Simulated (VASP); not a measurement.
Input:

```
CELL_PARAMETERS angstrom
      0.00000     2.04500     2.04500
      2.04500     0.00000     2.04500
      2.04500     2.04500     0.00000
ATOMIC_POSITIONS crystal
  Ag 0.00000 0.00000 0.00000
```

All values below come from LDA (Ceperley-Alder, Perdew-Zunger), VASP's LDA PAW potentials (set 64) (plane waves; VASP). Run with 400 eV cut-off, 14×14×14 Γ-centred mesh, first-order Methfessel-Paxton smearing of 0.10 eV, potentials Ag.

Energy and stress use the plane-wave basis of the starting cell.

Task: The ions, cell shape and volume are relaxed. Predict the relaxed structure.

Result: 
```
CELL_PARAMETERS angstrom
      0.00000     2.00054     2.00054
      2.00054     0.00000     2.00054
      2.00054     2.00054     0.00000
ATOMIC_POSITIONS crystal
  Ag 0.00000 0.00000 0.00000
```
Space group Fm-3m (225), at a tolerance of 0.03 Å.

Task: How do energy and volume change from the first to the last step?

Result: The energy (σ→0) changes by -29.5 meV/atom and the volume by -6.4 %, in 3 ionic steps.

```tsv
step	E(σ→0) (eV)	max force (eV/Å)	pressure (GPa)	volume (Å³)
1	-3.7550	0.000	-7.94	17.10
2	-3.7581	0.000	9.89	15.09
3	-3.7845	0.000	-0.08	16.01
```

The compound is Ag in the fcc structure. This run relaxes it. Symmetry was kept, so distortions that lower it aren't found.
